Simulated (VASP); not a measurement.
Data:

```xyz
3
Lattice="0.0000 2.6914 2.6914 2.6914 0.0000 2.6914 2.6914 2.6914 0.0000" Properties=species:S:1:pos:R:3 pbc="T T T"
Ce     0.0000     0.0000     0.0000
O      1.3457     1.3457     1.3457
O      4.0371     4.0371     4.0371
```

Level of theory: PBE GGA with D3 dispersion (zero damping), VASP's PBE PAW potentials (set 64) (plane waves; VASP). Run with 520 eV cut-off, 7×7×7 Γ-centred mesh, Gaussian smearing of 0.050 eV, potentials Ce O.

Predict the energy per atom (σ→0), pressure.

```json
{
 "energy per atom (σ→0)": "-8.909 eV/atom",
 "pressure": "5.74 GPa"
}
```

The compound is CeO2 in the fluorite structure. This cell is one point of a volume scan, at 0.97 of the reference volume. The run is not spin-polarised, so no magnetic state was tried.
